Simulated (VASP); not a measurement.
**Ga15NiN16 (a cell with a defect): single point with PBEsol+U**

The system is Ga15NiN16 (a cell with a defect).

```
Ni Ga N
1.0
     6.38000    0.00000    0.00000
    -3.19000    5.52524    0.00000
     0.00000    0.00000   10.37800
Ni Ga N
1 15 16
Direct
  0.33333 0.16667 0.00000
  0.33333 0.16667 0.50000
  0.33333 0.66667 0.00000
  0.33333 0.66667 0.50000
  0.83333 0.16667 0.00000
  0.83333 0.16667 0.50000
  0.83333 0.66667 0.00000
  0.83333 0.66667 0.50000
  0.16667 0.33333 0.25000
  0.16667 0.33333 0.75000
  0.16667 0.83333 0.25000
  0.16667 0.83333 0.75000
  0.66667 0.33333 0.25000
  0.66667 0.33333 0.75000
  0.66667 0.83333 0.25000
  0.66667 0.83333 0.75000
  0.33333 0.16667 0.18750
  0.33333 0.16667 0.68750
  0.33333 0.66667 0.18750
  0.33333 0.66667 0.68750
  0.83333 0.16667 0.18750
  0.83333 0.16667 0.68750
  0.83333 0.66667 0.18750
  0.83333 0.66667 0.68750
  0.16667 0.33333 0.43750
  0.16667 0.33333 0.93750
  0.16667 0.83333 0.43750
  0.16667 0.83333 0.93750
  0.66667 0.33333 0.43750
  0.66667 0.33333 0.93750
  0.66667 0.83333 0.43750
  0.66667 0.83333 0.93750
```

| Item | Value |
| --- | --- |
| Program | VASP 6.6.1 |
| Task | single point |
| Functional | PBEsol |
| Potentials or basis | VASP PAW PBE potentials, release 64 (Ni, Ga_d, N) |
| Cutoff | 450 eV |
| k mesh | 3 × 3 × 2 |
| Occupations | gaussian, width 0.03 eV |
| Spin | collinear spin, ferromagnetic start |
| Hubbard terms | Ni d U = 5 eV |
| Dq | 0 |
| Further INCAR settings | LREAL = Auto; ALGO = All; EDIFF = 1e-05; ISYM = 0 |

- Largest force: 0.341 eV/Å
- Band gap on the k mesh: 0.75 eV, indirect (least direct gap 0.86 eV)
- Net moment: 3.00 μB per cell
- Site moments: Ni +1.85; Ga -0.00, +0.01, +0.00; N +0.16, +0.00, +0.01, -0.00, +0.18 μB
- Valence electrons inside the program's atomic spheres: Ni 9.27; Ga 11.87; N 3.69, 3.71, 3.72

Forces on the atoms (eV/Å):
```
Ni  -0.002  0.000 -0.035
Ga   0.000  0.000 -0.097
Ga   0.114  0.066 -0.007
Ga   0.008  0.004 -0.144
Ga   0.000 -0.131 -0.007
Ga   0.000 -0.009 -0.144
Ga  -0.113  0.065 -0.007
Ga  -0.008  0.004 -0.144
Ga  -0.005  0.003 -0.276
Ga   0.095 -0.055 -0.048
Ga   0.000 -0.006 -0.276
Ga   0.000  0.110 -0.047
Ga   0.005  0.003 -0.276
Ga  -0.095 -0.055 -0.047
Ga   0.000  0.000 -0.191
Ga   0.000  0.000 -0.039
N    0.000  0.000 -0.261
N    0.000  0.000  0.036
N   -0.005 -0.003  0.146
N    0.000  0.000  0.112
N    0.000  0.006  0.146
N    0.000  0.000  0.112
N    0.005 -0.003  0.146
N    0.000  0.000  0.112
N    0.002 -0.001  0.151
N    0.252 -0.145  0.177
N    0.000  0.003  0.151
N    0.000  0.290  0.178
N   -0.002 -0.001  0.151
N   -0.250 -0.145  0.178
N    0.000  0.000  0.165
N    0.000  0.000  0.087
```

Levels at points of the mesh, in eV from the valence-band top:
Spin up:
```tsv
k point	band 141	band 142	band 143	band 144	band 145	band 146	band 147	band 148
(0.00, 0.00, 0.00)	-0.50	-0.12	0.00	0.00	1.76	3.98	4.02	4.10
(0.00, 0.00, 0.50)	-0.34	-0.34	-0.06	-0.06	2.87	2.99	4.04	4.04
```
Spin down:
```
           k point  band 139  band 140  band 141  band 142  band 143  band 144
(0.00, 0.00, 0.00)     -0.58     -0.31     -0.31      1.08      1.51      1.51
(0.00, 0.00, 0.50)     -0.61     -0.30     -0.30      0.80      1.50      1.50
```

Eigenvalues of the final occupation matrices:
```
    site  spin  trace               eigenvalues
site 1 d     1   4.99  0.98 0.98 1.01 1.01 1.01
site 1 d     2   3.24  0.43 0.43 0.43 0.98 0.98
```

It took 7.6 min on 4 MPI ranks on Intel(R) Xeon(R) 6975P-C (Granite Rapids), on a shared host, peak memory 1.8 GiB a rank.

Caveat: the PAW data sets were made with another functional, which shifts forces and pressure a little; the cell's inner coordinates are idealised or old, which leaves forces on the atoms. The state reached can hang on the start; a lower one may exist.
